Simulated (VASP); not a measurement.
A convergence study with VASP on PtTe2 (1T layered): one setting is varied, all else stays as given below, so the limit is that of these other settings.

```
PtTe2
1.0
    2.01500    -3.49008     0.00000
    2.01500     3.49008     0.00000
    0.00000     0.00000     5.22000
Te Pt
2 1
Cartesian
  2.01500   1.16336   1.32588
  2.01500  -1.16336   3.89412
  0.00000   0.00000   0.00000
```

These are PBE GGA, VASP's PBE PAW potentials (set 64) (plane waves; VASP) values and carry that method's errors. The tightest run used: 550 eV cut-off, 14×14×10 Monkhorst-Pack mesh, first-order Methfessel-Paxton smearing of 0.10 eV, potentials Te Pt.

| setting | E (eV/atom) | pressure (GPa) | irreducible k-points |
|---|---|---|---|
| 1×1×1 mesh | -0.4149 | 35.98 | 1 |
| 2×2×1 mesh | -4.4531 | 5.66 | 2 |
| 3×3×2 mesh | -4.4876 | 5.88 | 4 |
| 4×4×3 mesh | -4.4910 | 5.61 | 16 |
| 5×5×4 mesh | -4.5113 | 5.46 | 14 |

### Question
These are the cheaper rows. Estimate the results at 14×14×10 mesh, and how far the last row shown lies from them.

### Answer

```csv
quantity,tightest run,last row shown is off by
E (eV/atom),-4.5013,-0.0100
pressure (GPa),5.57,-0.11
```

Left out are rungs that failed or repeat a setting and relaxations that didn't move; long series are thinned to 24 rows.

The compound is PtTe2 in the 1T layered structure. The cell was not relaxed at this level.
